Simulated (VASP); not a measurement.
Here is the system:

```xyz
4
Lattice="3.9245 0.0000 0.0000 0.0000 3.9245 0.0000 0.0000 0.0000 3.9245" Properties=species:S:1:pos:R:3 pbc="T T T"
Ti     0.0000     0.0000     0.0000
Pt     0.0000     1.9622     1.9622
Pt     1.9622     0.0000     1.9622
Pt     1.9622     1.9622     0.0000
```

These are r2SCAN meta-GGA, VASP's PBE PAW potentials (set 64) (plane waves; VASP) values and carry that method's errors. Settings: 400 eV cut-off, 9×9×9 Γ-centred mesh, tetrahedra with Blöchl corrections, potentials Ti_sv Pt.

The cores are frozen, which limits the accuracy of field gradients.

Question: Give the principal components of the electric field gradient (V/Å²) and the asymmetry η at each nucleus.

Answer: 
```
atom   Vxx   Vyy    Vzz     η
----  ----  ----  -----  ----
Ti1    0.0   0.0    0.0     -
Pt2   29.4  29.4  -58.8  0.00
Pt3   29.4  29.4  -58.8  0.00
Pt4   29.4  29.4  -58.8  0.00
```

The compound is Pt3Ti in the L1_2 structure. It was relaxed first.
